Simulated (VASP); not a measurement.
**Moving the functional in NbTe**

It takes space group P-6m2 (No. 187, hexagonal). Conventional cell: a = 3.703 Å, b = 3.703 Å, c = 3.694 Å, α = 90.00°, β = 90.00°, γ = 120.00°. Around Te (site symmetry -6m2) lie 6 Nb at 2.83 Å. Around Nb (site symmetry -6m2) lie 6 Te at 2.83 Å.

The cell comes from a database or a generator and needn't be the stable form of this composition.

Kept alike: task band structure; k mesh 8 × 8 × 7; occupations fermi-dirac, width 0.05 eV; no spin polarisation. Program: VASP, PBE PAW files Nb_sv, Te, 520 eV. The mesh is that of the run's cell of 2 atoms. No spin-orbit coupling.

```csv
functional,pressure (GPa)
SCAN,-4.26
TPSS,-2.14
r2SCAN,-1.63
```

Pressure is positive in compression; the values hold the error of the finite cutoff, so their zero can differ a little from the energy's minimum. For a metal such a mesh leaves the last digits unconverged. Runs of this series that gave no sound value for these columns are left out. All rows use potentials made for PBE.

The pressure runs from -4.26 (SCAN) to -1.63 GPa (r2SCAN). A positive pressure means that the functional's own cell is larger than the one given, a negative one that it is smaller.
